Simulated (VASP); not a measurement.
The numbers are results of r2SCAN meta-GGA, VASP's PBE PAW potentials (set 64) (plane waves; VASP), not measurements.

The input files of a VASP run:

**KPOINTS**
```
Automatic mesh
0
Gamma
9 9 7
0 0 0
```

File POSCAR:
```
AlGaN2
8.8416890
  0.3551157629   0.0000000000   0.0000000000
  0.0000000000   0.3551157629   0.0000000000
  0.0000000000   0.0000000000   0.4999999863
Al Ga N
1 1 2
direct
  0.5000000000   0.5000000000   0.5000000000
  0.0000000000   0.0000000000   0.0000000000
  0.5000000000   0.0000000000   0.7384253305
  0.0000000000   0.5000000000   0.2615746695
```

INCAR:
```
ALGO=Normal
CSHIFT=0.1
EDIFF=1E-7
ENCUT=520
ISMEAR=0
LASPH=.TRUE.
LCHARG=.FALSE.
LMAXMIX=4
LMIXTAU=.TRUE.
LOPTICS=.TRUE.
LPEAD=.TRUE.
LREAL=.FALSE.
LWAVE=.FALSE.
METAGGA=R2SCAN
NBANDS=51
NEDOS=1001
NELM=100
PREC=Accurate
SIGMA=0.01
SYSTEM=AlGaN2
```

POTCAR, in this order: Al Ga_d N (PBE.64 set). Program: vasp_std.

Output of the run:

OSZICAR:
```
       N       E                     dE             d eps       ncg     rms          rms(c)
DAV:   1     0.180263643926E+03    0.18026E+03   -0.10064E+04  8457   0.782E+02
DAV:   2    -0.238880725246E+02   -0.20415E+03   -0.17447E+03  6539   0.264E+02
DAV:   3    -0.498234031258E+02   -0.25935E+02   -0.25420E+02  7221   0.630E+01
DAV:   4    -0.504150016628E+02   -0.59160E+00   -0.59084E+00  7189   0.931E+00
DAV:   5    -0.504216460031E+02   -0.66443E-02   -0.66427E-02  8101   0.958E-01    0.115E+01
DAV:   6    -0.414947174878E+02    0.89269E+01   -0.40437E+00  8457   0.206E+01    0.432E+00
DAV:   7    -0.406331913812E+02    0.86153E+00   -0.89288E-01  6751   0.359E+00    0.288E+00
DAV:   8    -0.428826102015E+02   -0.22494E+01   -0.81847E-01  6858   0.368E+00    0.242E+00
DAV:   9    -0.407725816304E+02    0.21100E+01   -0.50376E-01  6860   0.347E+00    0.419E-01
DAV:  10    -0.410253617976E+02   -0.25278E+00   -0.12868E-01  6442   0.137E+00    0.464E-01
DAV:  11    -0.410234246198E+02    0.19372E-02   -0.60974E-03  7384   0.317E-01    0.365E-01
DAV:  12    -0.410685057942E+02   -0.45081E-01   -0.93448E-03  6424   0.447E-01    0.187E-01
DAV:  13    -0.410749849623E+02   -0.64792E-02   -0.32577E-03  7226   0.259E-01    0.556E-02
DAV:  14    -0.410745437728E+02    0.44119E-03   -0.31147E-04  7552   0.703E-02    0.707E-02
DAV:  15    -0.410748923304E+02   -0.34856E-03   -0.86636E-05  6805   0.617E-02    0.280E-02
DAV:  16    -0.410752479760E+02   -0.35565E-03   -0.76909E-05  6449   0.486E-02    0.152E-02
DAV:  17    -0.410752846064E+02   -0.36630E-04   -0.13575E-05  6738   0.219E-02    0.161E-02
DAV:  18    -0.410752909625E+02   -0.63561E-05   -0.20027E-06  7598   0.838E-03    0.621E-03
DAV:  19    -0.410752942644E+02   -0.33019E-05   -0.76111E-07  7010   0.122E-02    0.842E-03
DAV:  20    -0.410752966760E+02   -0.24116E-05   -0.76888E-07  6745   0.387E-03    0.298E-03
DAV:  21    -0.410752966724E+02    0.36125E-08   -0.27385E-08  6421   0.154E-03
   1 F= -.41075297E+02 E0= -.41075297E+02  d E =-.998148E-26
 imaginary and real dielectric function
```

**OUTCAR**
```
------------------------ aborting loop because EDIFF is reached ----------------------------------------
  FORCE on cell =-STRESS in cart. coord.  units (eV):
  Direction    XX          YY          ZZ          XY          YZ          ZX
  --------------------------------------------------------------------------------------
  Total        0.0578793      0.0578793      0.0970683      0.0000000      0.0000000      0.0000000
  in kB        2.1277371      2.1277371      3.5683907      0.0000000      0.0000000      0.0000000
  external PRESSURE =       2.6079550 kB  Pullay stress =       0.0000000 kB
  volume of cell :       43.58
      direct lattice vectors                 reciprocal lattice vectors
     3.139823135  0.000000000  0.000000000     0.318489277  0.000000000  0.000000000
     0.000000000  3.139823135  0.000000000     0.000000000  0.318489277  0.000000000
     0.000000000  0.000000000  4.420844379     0.000000000  0.000000000  0.226201131
 POSITION                                       TOTAL-FORCE (eV/Angst)
 -----------------------------------------------------------------------------------
      1.56991      1.56991      2.21042         0.000000      0.000000      0.000000
      0.00000      0.00000      0.00000         0.000000     -0.000000      0.000000
      1.56991      0.00000      3.26446        -0.000000     -0.000000     -0.016029
      0.00000      1.56991      1.15638         0.000000     -0.000000      0.016029
 -----------------------------------------------------------------------------------
    total drift:                                0.000000      0.000000      0.000000
  FREE ENERGIE OF THE ION-ELECTRON SYSTEM (eV)
  ---------------------------------------------------
  free  energy   TOTEN  =       -41.0752966724 eV

  energy  without entropy=      -41.0752966724  energy(sigma->0) =      -41.07529667

 plasma frequency squared (from intraband transitions) (eV^2)
  --------------------------------------------------------------------------------------
       0.000       0.000       0.000
       0.000       0.000       0.000
       0.000       0.000       0.000

 plasma frequency squared (from interband transitions, int dw w eps(2)(w)) (eV^2)
  --------------------------------------------------------------------------------------
     508.890       0.000       0.000      -0.000       0.000      -0.000
       0.000       0.000     508.890       0.000       0.000      -0.000
       0.000       0.000       0.000       0.000     507.768       0.000
```
(Selected blocks of OUTCAR.)

OUTCAR:
```
 val. band max:        5.3926780259   @ k =   0.0000   0.0000   0.0000

 cond. band min:       8.7649449668   @ k =   0.0000   0.0000   0.0000


 Fermi energy:         5.4627096532

 k-point     1 :       0.0000    0.0000    0.0000
  band No.  band energies     occupation
      1     -10.9005      2.00000
      2      -9.3014      2.00000
      3      -7.9339      2.00000
      4      -7.9339      2.00000
      5      -7.8627      2.00000
      6      -7.7079      2.00000
      7      -6.8430      2.00000
      8      -0.2142      2.00000
      9       2.9955      2.00000
     10       2.9955      2.00000
     11       5.1692      2.00000
     12       5.3927      2.00000
     13       5.3927      2.00000
     14       8.7649      0.00000
     15       9.4879      0.00000
     16      13.7630      0.00000
     17      17.4741      0.00000
     18      17.4741      0.00000
     19      17.6156      0.00000
     20      19.2076      0.00000
     21      21.4569      0.00000
     22      21.4569      0.00000
     23      24.2958      0.00000
     24      25.0875      0.00000
     25      25.3435      0.00000
     26      25.3435      0.00000
     27      25.4730      0.00000
     28      26.1198      0.00000
     29      29.2020      0.00000
     30      30.8355      0.00000
     31      31.9679      0.00000
     32      32.8708      0.00000
     33      32.8708      0.00000
     34      33.6018      0.00000
     35      38.0365      0.00000
     36      38.0365      0.00000
     37      39.5175      0.00000
     38      40.2920      0.00000
     39      41.1330      0.00000
     40      41.7302      0.00000
     41      41.7302      0.00000
     42      42.0442      0.00000
     43      42.0442      0.00000
     44      44.3783      0.00000
     45      47.4345      0.00000
     46      50.2045      0.00000
     47      50.2045      0.00000
     48      51.3446      0.00000
     49      53.9337      0.00000
     50      54.3555      0.00000
     51      54.3564      0.00000
...
```

The structure comes from a computed database's AlGaN2 entry (P-4m2); how it stands against other phases isn't given here. It was relaxed first.
